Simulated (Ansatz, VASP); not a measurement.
# Al2O3 (Corundum): VASP beside Ansatz

Wanted: the spread between two codes on one cell, functional and k mesh. Of the first pair: The structure shown is the start of the Ansatz relaxation below; VASP solves that cell, so the two are compared at the walk's first step.

Method: plane waves, with VASP 6.6.1 beside it; single point at LDA, in Ansatz 0.2.0.

## 1. Set-up

Symmetry: R-3c, No. 167, trigonal system. Conventional cell: a = 4.705 Å, b = 4.705 Å, c = 12.825 Å, α = 90.00°, β = 90.00°, γ = 120.00°. Nearest to Al lie 6 O at 1.84 to 1.94 Å. Nearest to O lie 4 Al at 1.84 to 1.94 Å. Farther neighbours and most contacts between anions are not listed.

## 2. Ansatz: relaxation, LDA

Ansatz runs on its PAW soft_1 files.

The two programs are compared at the cell with which this relaxation starts, whose forces are those of its first step.

Input file input.yaml:

```yaml
crystal:
  lattice:
    - [2.352460078, 1.3581934592, 4.275104912]
    - [-2.352460078, 1.3581934592, 4.275104912]
    - [0.0, -2.7163869186, 4.2751049119]
  atoms:
    - { symbol: Al, position: [0.3519802945, 0.3519802945, 0.3519802945] }
    - { symbol: Al, position: [0.1480197055, 0.1480197055, 0.1480197055] }
    - { symbol: Al, position: [0.6480197055, 0.6480197055, 0.6480197055] }
    - { symbol: Al, position: [0.8519802945, 0.8519802945, 0.8519802945] }
    - { symbol: O, position: [0.5558304387, 0.9441695613, 0.25] }
    - { symbol: O, position: [0.25, 0.5558304387, 0.9441695613] }
    - { symbol: O, position: [0.9441695613, 0.25, 0.5558304387] }
    - { symbol: O, position: [0.4441695613, 0.0558304387, 0.75] }
    - { symbol: O, position: [0.75, 0.4441695613, 0.0558304387] }
    - { symbol: O, position: [0.0558304387, 0.75, 0.4441695613] }
kpoints:
  mp_grid: { grid: [6, 6, 6] }
hamiltonian:
  xc: lda
  pseudopotentials: { kind: paw, azcp: { folder: soft_1 }, xc_functional: pbe }
scf:
  occupations: { method: fixed }
output:
  forces: true
  stress: true
  eigenvalues: true
relax:
  adjacent_minimum: "off"
  f_tol: 0.001
  max_steps: 60
  cell: { stress_tol: 0.01, fix: [volume] }
```

The run is started by

```
$ ansatz run input.yaml --threads 4 --pin off --max-ram 15360MiB --backend cpu --events-out ev --progress --plain --runs-dir out
```

Numbers of over 12 decimals in the logs are rounded to 6 here.

Log:

```text
Engine: ansatz 0.2.0, aarch64-unknown-linux-gnu
Pseudopotentials: kind: paw
Pseudopotential: Al, paw, valence charge 3, recommended cutoff 420 eV (normal), soft_1/Al.paw.azcp
Pseudopotential: O, paw, valence charge 6, recommended cutoff 420 eV (normal), soft_1/O.paw.azcp
Functional definition: SPW92
  exchange = slater_x
  correlation = pw_c
Crystal: 10 atoms, lattice volume = 81.956 Å³
Basis set: ecut = 420 eV, 1593 PW (Γ)
Bands: 34, of which v1, the nominal top of the filled ones, is band 24 counted from 1 (23 counted from 0)
Symmetry: 12 space group operations
Space group: R-3c (ITA 167), of the structure as read, at distance tolerance 4.3e-5 Å
k-points: 32 of 216
Non-local potential: Al, projectors of the file, l = 0: 2, l = 1: 2, l = 2: 1
Non-local potential: O, projectors of the file, l = 0: 2, l = 1: 2, l = 2: 1
PAW form: soft (Blöchl's): semilocal exchange-correlation on the pseudo side does not see the compensation charge
PAW frozen core: Al, regenerated for the run's functional, and the local potential with it (the file was generated under x = pbe(κ = 0.804, μ = 0.219515), c = pbe(β = 0.066725))
PAW frozen core: O, regenerated for the run's functional, and the local potential with it (the file was generated under x = pbe(κ = 0.804, μ = 0.219515), c = pbe(β = 0.066725))
PAW one-centre angular grid: Al, 110 points (default); XC on 64 Gauss nodes
PAW one-centre angular grid: O, 110 points (default); XC on 64 Gauss nodes
Initial density: superposition of atomic densities (chi_scale 0.1, normalization cell, long waves kept (reshape's long-wave potential 0.00 eV rms))
Initial wavefunctions: pseudopotential atomic-orbital guess
Functional: x = slater, c = lda
SCF iter   1: F=—  HF=-5403.670375 eV  |F-HF|=—  |Δ(HF+E_count)|=         —  Δρ=1.26e-1  dr2=1.18e1  ethr=3.10e-3  ⟨swp⟩=5.1  Hψ=4181  notcnv=0  defer=208
preconditioner: auto → Resta (q_TF=auto, 2.496 Å⁻¹)  ε∞=3.3  [insulator: Δε(μ)=7.719 eV  Ē_g=18.773 eV  n_scr=20 (ndim 8)  ℏωp=28.4 eV  f_vac=0.000  ε∞_Penn≈3.3]
SCF iter   2: F=—  HF=-5400.157955 eV  |F-HF|=—  |Δ(HF+E_count)|=    3.51e0  Δρ=4.16e-2  dr2=7.02e-1  ethr=3.10e-3  ⟨swp⟩=2.9  Hψ=2355  notcnv=0  defer=224
SCF iter   3: F=—  HF=-5399.938754 eV  |F-HF|=—  |Δ(HF+E_count)|=   2.19e-1  Δρ=2.04e-2  dr2=1.91e-1  ethr=1.46e-3  ⟨swp⟩=1.2  Hψ=977  notcnv=0  defer=223
SCF iter   4: F=—  HF=-5399.875882 eV  |F-HF|=—  |Δ(HF+E_count)|=   6.29e-2  Δρ=1.32e-3  dr2=7.43e-4  ethr=3.99e-4  ⟨swp⟩=2.8  Hψ=1418  notcnv=0  defer=255
SCF iter   5: F=—  HF=-5399.875986 eV  |F-HF|=—  |Δ(HF+E_count)|=   1.03e-4  Δρ=1.33e-4  dr2=1.97e-5  ethr=1.55e-6  ⟨swp⟩=2.5  Hψ=1671  notcnv=0  defer=255
SCF iter   6: F=—  HF=-5399.875988 eV  |F-HF|=—  |Δ(HF+E_count)|=   1.97e-6  Δρ=3.26e-5  dr2=8.62e-7  ethr=4.09e-8  ⟨swp⟩=2.2  Hψ=1852  notcnv=0  defer=210
[...]
SCF 7 converged in 4 iterations: F = -5399.876095 eV  dr2 = 6.97e-13
relax step   7: F+E_penalty+E_count = -5399.87609496 eV  Δ(F+E_penalty+E_count) = -2.446e-5 eV  max|allowed force component| = 1.637e-4 eV/Å  Δτ_max = 0.0000 Å  P = +4.002 GPa  Ω = 81.956 Å³  fix = [volume]  reactions: volume +4.002 GPa  stress off target by 7.14e-4 GPa on what of the cell is left free  SCF on the basis re-selected at this cell (its energy is not comparable with the rows above)  (4 SCF iters)
basis re-selected at this cell: Δ(F+E_penalty+E_count) = -2.446e-5 eV, ΔP = -0.000 GPa vs the last step (what re-selecting the basis moved, of the pressure what is left beyond the Pulay correction that the steps carried, after the strain that the cell walked since its last selection, with what the two solves' SCF thresholds leave and, on support functions, any second-order correction that the steps lacked; it is no m [...]
SCF converged after 4 iterations
Free energy (F): -5399.876095 eV
Harris-Foulkes:  -5399.876095 eV  (|F-HF|=2.73e-12)
Internal energy: -5399.876095 eV  (E = F + TS)
E sigma→0 (E₀):  -5399.876095 eV
Fermi energy:    7.837151 eV
--- Per-component energies (eV) ---
  E_band       = 68.049876
  E_kinetic    = 1141.573510
  E_local      = -1927.935057  (includes V_loc(G=0)·N_el)
  E_nonlocal   = 367.950839
  E_hartree    = 727.093064
  E_xc         = -585.498445
  E_vxc        = -678.650031  (∫ρ·V_xc dr)
  E_paw        = -2697.417394  (= ΣΔE_a)
  E_vpaw       = -289.080444  (= ΣTr[D̂ρ^β])
  E_aug_tail   = 0.004910  (compensation charges beyond the density's cutoff)
  E_ewald      = -2426.451918
  E_core_change = 0.804395  (= ΣΔE_core)
  E_smearing   = -0.000000  (= −TS)
  E_closure    = 0.000000  (closes the sum)
  Σ components = -5399.876095   (vs F -5399.876095, Δ=0.00e0)
--- Forces (eV/Å), atoms counted from 1 ---
  atom   1  Al     0.00000000     0.00000000    -0.00016367
  atom   2  Al     0.00000000    -0.00000000     0.00016367
  atom   3  Al    -0.00000000    -0.00000000     0.00016367
  atom   4  Al    -0.00000000     0.00000000    -0.00016367
  atom   5  O      0.00007574     0.00000000     0.00000000
  atom   6  O     -0.00003787     0.00006559     0.00000000
  atom   7  O     -0.00003787    -0.00006559    -0.00000000
  atom   8  O     -0.00007574    -0.00000000     0.00000000
  atom   9  O      0.00003787    -0.00006559    -0.00000000
  atom  10  O      0.00003787     0.00006559     0.00000000
  max |Σ_I F_I| component: 4.02e-18 eV/Å
--- Stress (GPa, compression-positive) ---
        4.001365      -0.000000      -0.000000
       -0.000000       4.001365      -0.000000
       -0.000000      -0.000000       4.002437
  P = ⅓ Tr σ = 4.0017 GPa (40.017 kbar)
--- Band table (eV; the first three rows and the last of 32) ---
  k-point 0: bands = [... 20 lower, 7.2893, 7.7845, 7.7845, 7.8372, 14.4632, 17.0697, 18.8486, 19.5464, ... 6 higher]
  k-point 1: bands = [... 20 lower, 7.0916, 7.4662, 7.7400, 7.7787, 15.0743, 17.5831, 18.3988, 19.0745, ... 6 higher]
  k-point 2: bands = [... 20 lower, 6.9282, 7.2474, 7.5799, 7.6307, 16.3479, 17.8487, 18.0708, 18.6157, ... 6 higher]
  k-point 31: bands = [... 20 lower, 7.4221, 7.4221, 7.4221, 7.4221, 16.7647, 16.7647, 19.0018, 19.0018, ... 6 higher]
--- Relaxed structure (5 steps of the walk, 5 accepted, 2 SCFs on fresh bases) ---
  F+E_penalty+E_count = -5399.87609496 eV   max|allowed force component| = 1.637e-4 eV/Å   (the final SCF, on the basis selected at the relaxed cell)
  cell:  # Å, volume = 81.9562 Å³
    - [2.352886, 1.358440, 4.273556]
    - [-2.352886, 1.358440, 4.273556]
    - [0, -2.716879, 4.273556]
  atoms:
    - { symbol: Al, position: [0.351955, 0.351955, 0.351955] }
    - { symbol: Al, position: [0.148045, 0.148045, 0.148045] }
    - { symbol: Al, position: [0.648045, 0.648045, 0.648045] }
    - { symbol: Al, position: [0.851955, 0.851955, 0.851955] }
    - { symbol: O, position: [0.555995, 0.944005, 0.250000] }
    - { symbol: O, position: [0.250000, 0.555995, 0.944005] }
    - { symbol: O, position: [0.944005, 0.250000, 0.555995] }
    - { symbol: O, position: [0.444005, 0.055995, 0.750000] }
    - { symbol: O, position: [0.750000, 0.444005, 0.055995] }
    - { symbol: O, position: [0.055995, 0.75, 0.444005] }
```

In the SCF lines HF is the Harris–Foulkes energy and dr2 the Hartree energy of the density residual, in eV; the loop may stop once dr2 is under the threshold and the program's other checks hold. Hψ counts applications of the Hamiltonian.

## 3. VASP: single point, LDA, start cell, pair 1

The same cell, functional (in two slightly different forms) and mesh now go to VASP, with its own data sets.

Lines of VASP's logs that name or quote its potential files are left out, and so is its time.

Input file INCAR:

```
SYSTEM = Al2O3
PREC = Accurate
ENCUT = 520
EDIFF = 1E-06
NELM = 120
ISMEAR = 0
SIGMA = 0.01
LREAL = .FALSE.
ALGO = Normal
GGA = CA
NBANDS = 34
LORBIT = 11
LWAVE = .FALSE.
LCHARG = .FALSE.
ISIF = 2
LASPH = .TRUE.
GGA_COMPAT = .FALSE.
EFERMI = MIDGAP
KPAR = 2
```

Input file POSCAR:

```
Al2O3
1.0
    2.3524600000      1.3581930000      4.2751050000
   -2.3524600000      1.3581930000      4.2751050000
    0.0000000000     -2.7163870000      4.2751050000
Al O
4 6
Direct
    0.3519803259      0.3519803259      0.3519801964
    0.1480196964      0.1480196964      0.1480196419
    0.6480197968      0.6480197968      0.6480195582
    0.8519803483      0.8519803483      0.8519800347
    0.5558305425      0.9441695578      0.2499999581
    0.2500000738      0.5558305661      0.9441694185
    0.9441696569      0.2500001493      0.5558302523
    0.4441695802      0.0558305649      0.7499997964
    0.7500000489      0.4441695566      0.0558303360
    0.0558304658      0.7499999735      0.4441695023
```

Input file KPOINTS:

```
Automatic mesh
0
Gamma
6 6 6
0 0 0
```

The projector-augmented-wave data sets are Al and O (LDA family, release 64).

The run is started by

```
$ mpirun -np 2 vasp_std
```

Log:

```text
[banner, memory and clock lines left out]
running    2 mpi-ranks, on    1 nodes
 distrk:  each k-point on    1 cores,    2 groups
 distr:  one band on    1 cores,    1 groups

 POSCAR found type information on POSCAR AlO
 POSCAR found :  2 types and      10 ions
 LDA part: xc-table for (Slater(with rela. corr.)+CA(PZ))
 , standard interpolation
 POSCAR, INCAR and KPOINTS ok, starting setup
 FFT: planning ... GRIDC
 FFT: planning ... GRID_SOFT
 FFT: planning ... GRID
 WAVECAR not read
 entering main loop
       N       E                     dE             d eps       ncg     rms          rms(c)
DAV:   1     0.219184727538E+03    0.21918E+03   -0.25735E+04  2176   0.135E+03
DAV:   2    -0.795392949080E+02   -0.29872E+03   -0.29006E+03  2792   0.294E+02
DAV:   3    -0.915494388931E+02   -0.12010E+02   -0.11974E+02  2808   0.602E+01
DAV:   4    -0.916360625454E+02   -0.86624E-01   -0.86573E-01  2720   0.588E+00
DAV:   5    -0.916368875929E+02   -0.82505E-03   -0.82488E-03  2766   0.573E-01    0.178E+01
DAV:   6    -0.832719656173E+02    0.83649E+01   -0.29936E+01  2634   0.293E+01    0.640E+00
DAV:   7    -0.831634632698E+02    0.10850E+00   -0.93873E-01  2686   0.474E+00    0.322E+00
DAV:   8    -0.830852288976E+02    0.78234E-01   -0.78676E-02  2646   0.208E+00    0.753E-01
DAV:   9    -0.830778616637E+02    0.73672E-02   -0.14764E-02  2816   0.638E-01    0.270E-01
DAV:  10    -0.830779068854E+02   -0.45222E-04   -0.49641E-04  2574   0.137E-01    0.642E-02
DAV:  11    -0.830778922842E+02    0.14601E-04   -0.11678E-04  2696   0.640E-02    0.264E-02
DAV:  12    -0.830778923592E+02   -0.74967E-07   -0.31722E-06  2456   0.124E-02
   1 F= -.83077892E+02 E0= -.83077892E+02  d E =0.000000E+00
```

Parts of OUTCAR (step 3):

```text
ion  position               nearest neighbor table
   1  0.352  0.352  0.352-   8 1.84  10 1.84   9 1.84   7 1.94   5 1.94   6 1.94   2 2.62   3 2.76
                             3 2.76   3 2.76   2 3.18   2 3.18   2 3.18
   2  0.148  0.148  0.148-   9 1.84  10 1.84   8 1.84   7 1.94   5 1.94   6 1.94   1 2.62   4 2.76
                             4 2.76   4 2.76   1 3.18   1 3.18   1 3.18
   3  0.648  0.648  0.648-   5 1.84   7 1.84   6 1.84  10 1.94   8 1.94   9 1.94   4 2.62   1 2.76
                             1 2.76   1 2.76   4 3.18   4 3.18   4 3.18
   4  0.852  0.852  0.852-   6 1.84   7 1.84   5 1.84  10 1.94   8 1.94   9 1.94   3 2.62   2 2.76
                             2 2.76   2 2.76   3 3.18   3 3.18   3 3.18
   5  0.556  0.944  0.250-   3 1.84   4 1.84   1 1.94   2 1.94
   6  0.250  0.556  0.944-   3 1.84   4 1.84   1 1.94   2 1.94
   7  0.944  0.250  0.556-   3 1.84   4 1.84   1 1.94   2 1.94
   8  0.444  0.056  0.750-   1 1.84   2 1.84   3 1.94   4 1.94
   9  0.750  0.444  0.056-   2 1.84   1 1.84   3 1.94   4 1.94
  10  0.056  0.750  0.444-   1 1.84   2 1.84   4 1.94   3 1.94

  LATTYP: Found a trigonal (rhomboedric) cell.
 ALAT       =     5.0651040501
 COS(alpha) =     0.5685825094

 Subroutine GETGRP returns: Found 12 space group operations
 (whereof  6 operations were pure point group operations)

The static configuration has the point symmetry S_6 .
 The point group associated with its full space group is D_3d.

 Found     32 irreducible k-points:

   k-points           NKPTS =     32   k-points in BZ     NKDIM =     32   number of bands    NBANDS=     34

   dimension x,y,z NGX =    40 NGY =   40 NGZ =   40
   dimension x,y,z NGXF=    80 NGYF=   80 NGZF=   80

   ENCUT  =  520.0 eV  38.22 Ry    6.18 a.u.   9.42  9.42  9.42*2*pi/ulx,y,z

   NELECT =      48.0000    total number of electrons

 k-points in reciprocal lattice and weights: Automatic mesh
   0.00000000  0.00000000  0.00000000       0.005
   0.16666667  0.00000000  0.00000000       0.028
   0.33333333  0.00000000 -0.00000000       0.028
   0.50000000  0.00000000  0.00000000       0.014
   0.16666667  0.16666667  0.00000000       0.028
   0.33333333  0.16666667  0.00000000       0.056
   0.50000000  0.16666667  0.00000000       0.056
  -0.33333333  0.16666667 -0.00000000       0.056
  -0.16666667  0.16666667  0.00000000       0.028
[...]
-0.33333333  0.50000000  0.33333333       0.028
   0.50000000  0.50000000  0.50000000       0.005

 average (electrostatic) potential at core
       1 -69.1439       2 -69.1438       3 -69.1439       4 -69.1438       5 -67.8208
       6 -67.8208       7 -67.8208       8 -67.8208       9 -67.8208      10 -67.8208

 E-fermi :   9.5679

 k-point     1 :       0.0000    0.0000    0.0000
  band No.  band energies     occupation
    ...
     20       5.7059      2.00000
     21       5.7059      2.00000
     22       6.2041      2.00000
     23       6.2041      2.00000
     24       6.2484      2.00000
     25      12.8874      0.00000
     26      15.4587      0.00000
     27      17.2423      0.00000
     28      17.9331      0.00000
     29      17.9331      0.00000
    ...

 k-point     2 :       0.1667    0.0000    0.0000
  band No.  band energies     occupation
    ...
     20       5.3357      2.00000
     21       5.5048      2.00000
     22       5.8831      2.00000
     23       6.1595      2.00000
     24       6.1919      2.00000
     25      13.4986      0.00000
     26      15.9756      0.00000
     27      16.7897      0.00000
     28      17.4789      0.00000
     29      17.6904      0.00000
    ...

 k-point     3 :       0.3333    0.0000   -0.0000
  band No.  band energies     occupation
    ...
     20       4.8336      2.00000
     21       5.3414      2.00000
     22       5.6633      2.00000
     23       5.9976      2.00000
     24       6.0452      2.00000
     25      14.7707      0.00000
     26      16.2390      0.00000
     27      16.4675      0.00000
     28      17.0240      0.00000
     29      17.2287      0.00000
    ...

  Total        2.6534716      2.6534713      2.4078700      0.0000000     -0.0000002      0.0000000
  in kB       51.8732136     51.8732074     47.0719010      0.0000000     -0.0000037      0.0000000
  external PRESSURE =      50.2727740 kB  Pullay stress =       0.0000000 kB

  energy-cutoff  :      520.00
  volume of cell :       81.96
      direct lattice vectors                 reciprocal lattice vectors
     2.352460000  1.358193000  4.275105000     0.212543465  0.122712034  0.077970804
    -2.352460000  1.358193000  4.275105000    -0.212543465  0.122712034  0.077970804
     0.000000000 -2.716387000  4.275105000     0.000000000 -0.245424068  0.077970775

 POSITION                                       TOTAL-FORCE (eV/Angst)
 -----------------------------------------------------------------------------------
      0.00000     -0.00000      4.51426         0.000000      0.000000     -0.007406
      0.00000      0.00000      1.89840         0.000000     -0.000000      0.007406
      0.00000      0.00000      8.31106         0.000000     -0.000000      0.007406
      0.00000     -0.00000     10.92692         0.000000      0.000000     -0.007406
     -0.91355      1.35819      7.48143         0.016185     -0.000000      0.000000
     -0.71945     -1.47026      7.48143        -0.008092      0.014016     -0.000000
      1.63301      0.11206      7.48143        -0.008092     -0.014016      0.000000
      0.91355     -1.35819      5.34388        -0.016185      0.000000     -0.000000
      0.71945      1.47026      5.34388         0.008092     -0.014016      0.000000
     -1.63301     -0.11206      5.34388         0.008092      0.014016      0.000000
 -----------------------------------------------------------------------------------
    total drift:                               -0.000262     -0.002842     -0.002198

  FREE ENERGIE OF THE ION-ELECTRON SYSTEM (eV)
  ---------------------------------------------------
  free  energy   TOTEN  =       -83.0778923592 eV

  energy  without entropy=      -83.0778923592  energy(sigma->0) =      -83.07789236

 total charge
# of ion       s       p       d       tot
------------------------------------------
    1        0.325   0.436   0.000   0.760
    2        0.325   0.436   0.000   0.760
    3        0.325   0.436   0.000   0.760
    4        0.325   0.436   0.000   0.760
    5        1.537   3.650   0.000   5.188
    6        1.537   3.650   0.000   5.188
    7        1.537   3.650   0.000   5.188
    8        1.537   3.650   0.000   5.188
    9        1.537   3.650   0.000   5.188
   10        1.537   3.650   0.000   5.188
--------------------------------------------------
tot         10.523  23.644   0.000  34.167

[... 3 further parts left out ...]
```

The run ends at a pressure of 5.03 GPa, with forces up to 0.016 eV/Å.

## 4. Side by side

Known differences besides the potentials themselves: the two LDA forms differ slightly; fixed occupations in Ansatz, narrow Gaussian smearing in VASP; the cutoff is 420 eV in Ansatz and 520 eV in VASP; VASP's log shows a relativistic correction to its local exchange, Ansatz's none. Total energies have different zeros and are not compared.

At this near-relaxed geometry the largest component of a force difference is 3 meV/Å.

## 5. Ansatz: relaxation, LDA

This run makes the geometry at which the two programs are then compared.

The structure compared here is the end of the Ansatz relaxation.

input.yaml is that of step 2.

The run is started by

```
$ ansatz run input.yaml --threads 4 --pin off --max-ram 15360MiB --backend cpu --events-out ev --progress --plain --runs-dir out
```

Log:

```text
[...]
Crystal: 10 atoms, lattice volume = 81.956 Å³
Basis set: ecut = 420 eV, 1593 PW (Γ)
Bands: 34, of which v1, the nominal top of the filled ones, is band 24 counted from 1 (23 counted from 0)
Symmetry: 12 space group operations
[...]
k-points: 32 of 216
[...]
- { symbol: Al, position: [0.648045, 0.648045, 0.648045] }
    - { symbol: Al, position: [0.851955, 0.851955, 0.851955] }
    - { symbol: O, position: [0.555995, 0.944005, 0.250000] }
    - { symbol: O, position: [0.250000, 0.555995, 0.944005] }
    - { symbol: O, position: [0.944005, 0.250000, 0.555995] }
    - { symbol: O, position: [0.444005, 0.055995, 0.750000] }
    - { symbol: O, position: [0.750000, 0.444005, 0.055995] }
    - { symbol: O, position: [0.055995, 0.75, 0.444005] }
[key lines of the parts left out:]
SCF converged after 4 iterations
Free energy (F): -5399.876095 eV
Fermi energy:    7.837151 eV
P = ⅓ Tr σ = 4.0017 GPa (40.017 kbar)
```

(Continued in part 2 of 2.)

[Lines on the potential files, build, host, timing and source positions are cut from VASP's logs without a mark.]

[Logs are printed without paths, hosts, clocks, repeated set-up lines and the standing remarks that a program may print on its own settings, such as how far it seeks lower states.]

[Hosts, paths, dates, database ids (printed as entryN), source tags and the programs' standing remarks are cut or masked in the printed files.]
